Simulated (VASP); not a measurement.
Output of a VASP run:

File OSZICAR:
```
       N       E                     dE             d eps       ncg     rms          rms(c)
DAV:   1     0.205570934217E+03    0.20557E+03   -0.16335E+04  1408   0.125E+03
DAV:   2    -0.183778614751E+02   -0.22395E+03   -0.21377E+03  1540   0.324E+02
DAV:   3    -0.310132669200E+02   -0.12635E+02   -0.12539E+02  1534   0.844E+01
DAV:   4    -0.311596357070E+02   -0.14637E+00   -0.14619E+00  1633   0.930E+00
DAV:   5    -0.311630593606E+02   -0.34237E-02   -0.34230E-02  1559   0.137E+00    0.119E+01
DAV:   6    -0.288248381900E+02    0.23382E+01   -0.94193E+00  1384   0.252E+01    0.552E+00
DAV:   7    -0.287601385474E+02    0.64700E-01   -0.73702E-01  1554   0.712E+00    0.343E+00
DAV:   8    -0.287338743014E+02    0.26264E-01   -0.16415E-01  1607   0.316E+00    0.767E-01
DAV:   9    -0.287301157616E+02    0.37585E-02   -0.24479E-02  1599   0.140E+00    0.284E-01
DAV:  10    -0.287304759830E+02   -0.36022E-03   -0.29639E-03  1599   0.514E-01    0.648E-02
DAV:  11    -0.287305138853E+02   -0.37902E-04   -0.18148E-04  1579   0.117E-01    0.261E-02
DAV:  12    -0.287305302253E+02   -0.16340E-04   -0.46976E-05  1599   0.540E-02    0.949E-03
DAV:  13    -0.287305345013E+02   -0.42760E-05   -0.55842E-06  1624   0.270E-02    0.452E-03
DAV:  14    -0.287305348393E+02   -0.33798E-06   -0.11275E-06  1042   0.884E-03
   1 F= -.28730535E+02 E0= -.28730535E+02  d E =-.922965E-13
```

**OUTCAR**
```
------------------------ aborting loop because EDIFF is reached ----------------------------------------
  FORCE on cell =-STRESS in cart. coord.  units (eV):
  Direction    XX          YY          ZZ          XY          YZ          ZX
  --------------------------------------------------------------------------------------
  Total        0.9497325      0.9497326     -3.1877686      0.0000000     -0.0000004     -0.0000000
  in kB       24.4788530     24.4788543    -82.1630486      0.0000000     -0.0000098     -0.0000000
  external PRESSURE =     -11.0684471 kB  Pullay stress =       0.0000000 kB
  volume of cell :       62.16
      direct lattice vectors                 reciprocal lattice vectors
     2.527711000  1.459375000  2.808506000     0.197807423  0.114204166  0.118687051
    -2.527711000  1.459375000  2.808506000    -0.197807423  0.114204166  0.118687051
     0.000000000 -2.918749000  2.808506000     0.000000000 -0.228408332  0.118687092
 POSITION                                       TOTAL-FORCE (eV/Angst)
 -----------------------------------------------------------------------------------
      0.00000      0.00000      8.40900         0.000000      0.000000      0.012283
      0.00000      0.00000      4.83717         0.000000     -0.000000     -0.064634
      0.00000     -1.23931      4.85655         0.000000     -2.009939      0.017451
      1.07328      0.61966      4.85655         1.740658      1.004970      0.017451
     -1.07328      0.61966      4.85655        -1.740658      1.004970      0.017451
 -----------------------------------------------------------------------------------
    total drift:                               -0.000000      0.000003     -0.001495
  FREE ENERGIE OF THE ION-ELECTRON SYSTEM (eV)
  ---------------------------------------------------
  free  energy   TOTEN  =       -28.7305348393 eV

  energy  without entropy=      -28.7305348393  energy(sigma->0) =      -28.73053484
```
(Selected blocks of OUTCAR.)

POSCAR:
```
AgNO3
1
    2.5277110000     1.4593750000     2.8085060000
   -2.5277110000     1.4593750000     2.8085060000
    0.0000000000    -2.9187490000     2.8085060000
Ag N O
1 1 3
Direct
  0.9980400000   0.9980400000   0.9980400000
  0.5741100000   0.5741100000   0.5741100000
  0.4348750000   0.4348750000   0.8594800000
  0.8594800000   0.4348750000   0.4348750000
  0.4348750000   0.8594800000   0.4348750000
```

Q: Write an INCAR and KPOINTS that could have produced this output.

A: This is not unique; one that fits is the input of the run itself, PBEsol GGA, plane waves, VASP's PBE PAW potentials (set 64).

INCAR:
```
SYSTEM = AgNO3
PREC = Accurate
ENCUT = 400
EDIFF = 1E-6
NELM = 100
ALGO = Normal
LREAL = .FALSE.
LASPH = .TRUE.
ISMEAR = -1
SIGMA = 0.01
GGA = PS
LMAXMIX = 4
LWAVE = .FALSE.
LCHARG = .FALSE.
ISIF = 2
```

KPOINTS:
```
Regular mesh
0
Gamma
 6 6 6
0 0 0
```

POTCAR, in this order: Ag N O (PBE.64 set). Program: vasp_std.

At this cut-off the stress carries a Pulay error, which pulls relaxed volumes low.

The structure comes from a computed database's AgNO3 entry (R3m); how it stands against other phases isn't given here. The cell was not relaxed at this level.
